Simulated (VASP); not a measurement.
VASP runs on PtSe2 (1T layered) share one base input (PBE GGA, plane waves, VASP's PBE PAW potentials (set 64)) and change the settings named in each case.

**INCAR**
```
SYSTEM = PtSe2
PREC = Accurate
ENCUT = 400
EDIFF = 1E-6
NELM = 100
ALGO = Normal
LREAL = .FALSE.
LASPH = .TRUE.
ISMEAR = 0
SIGMA = 0.05
GGA = PE
LMAXMIX = 6
LWAVE = .FALSE.
LCHARG = .FALSE.
ISIF = 2
```

KPOINTS:
```
Automatic mesh
0
Gamma
6 6 4
0 0 0
```

POSCAR:
```
PtSe2
1
    1.9023000000    -3.2948800000     0.0000000000
    1.9023000000     3.2948800000     0.0000000000
    0.0000000000     0.0000000000     5.1816000000
Pt Se
1 2
Direct
  0.0000000000   0.0000000000   0.0000000000
  0.3333330000   0.6666670000   0.2550000000
  0.6666670000   0.3333330000   0.7450000000
```

POTCAR, in this order: Pt Se (PBE.64 set). Program: vasp_std.

| change | pressure (GPa) | electronic steps |
|---|---|---|
| base run | -2.26 | 14 |
| EDIFF = 1E-2 | -1.55 | 9 |
| EDIFF = 1E-3 | -2.55 | 10 |
| EDIFF = 1E-4 | -2.20 | 11 |
| EDIFF = 1E-5 | -2.25 | 12 |
| EDIFF = 1E-8 | -2.26 | 17 |
 Unless said otherwise, spin-orbit coupling is left out, though it shifts the bands of the heavy elements here.

Left out are runs that ran out of time, are held back, or changed the cell or the kind of run, fixed moments of cells without a moment, rows past the twelfth, gaps on odd meshes, pressures of charged cells and columns that move by less than the noise.

The compound is PtSe2 in the 1T layered structure. The cell was not relaxed at this level, forces remain on its atoms.
